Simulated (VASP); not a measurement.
Consider the following.

```yaml
crystal:
  lattice:
    - [-2.15790, 2.15790, 2.15790]
    - [2.15790, -2.15790, 2.15790]
    - [2.15790, 2.15790, -2.15790]
  atoms:
    - { symbol: Eu, position: [0.00000, 0.00000, 0.00000] }
```

Method: optB86b-vdW, VASP's PBE PAW potentials (set 64) (plane waves; VASP). Settings: 520 eV cut-off, Gaussian smearing of 0.050 eV, potentials Eu_2.

The 4f electrons are frozen in the core of the lanthanide potential, so 4f levels, which can set the real gap, and their magnetism are missing.

Problem. Predict the band gap (along the path) with the smallest direct gap where there is one.

Solution. 
```json
{
  "band gap (along the path)": "none (metal, semimetal or under 0.01 eV)"
}
```

Only differences to runs with the same potentials and settings are physical.

The compound is Eu in the bcc structure. It was relaxed first, which changed the volume by -16 %.
